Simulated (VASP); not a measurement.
Ir:

```
CELL_PARAMETERS angstrom
0.00000 1.92696 1.92696
1.92696 0.00000 1.92696
1.92696 1.92696 0.00000
ATOMIC_POSITIONS crystal
Ir 0.00000 0.00000 0.00000
```

* Program: VASP 6.6.1
* Task: relaxation of cell and atoms
* Functional: PBEsol
* Potentials or basis: VASP PAW PBE potentials, release 64 (Ir)
* Cutoff: 300 eV
* k mesh: 18 × 18 × 18
* Occupations: gaussian, width 0.1 eV
* Spin: no spin polarisation

At the start: pressure -6.8 GPa; volume 14.31 Å³/atom.

Question: How do energy, volume and symmetry change on relaxing?

Answer: Over 4 steps the energy falls by 5.5 meV/atom and the volume is 14.06 Å³/atom (-1.8 %); space group Fm-3m (No. 225, to 0.05 Å).

The path:
| step | energy change (eV) | largest force (eV/Å) | pressure (GPa) | volume (Å³) |
| --- | --- | --- | --- | --- |
| 1 | 0.0000 | 0.0000 | -6.77 | 14.31 |
| 2 | 0.0879 | 0.0000 | 33.47 | 13.09 |
| 3 | -0.0055 | 0.0000 | -0.22 | 14.06 |
| 4 | -0.0055 | 0.0000 | -0.03 | 14.06 |

Final structure:
```
CELL_PARAMETERS angstrom
0.00000 1.91549 1.91549
1.91549 0.00000 1.91549
1.91549 1.91549 0.00000
ATOMIC_POSITIONS crystal
Ir 0.00000 0.00000 0.00000
```

Caveat: the PAW data sets were made with another functional, which shifts forces and pressure a little.
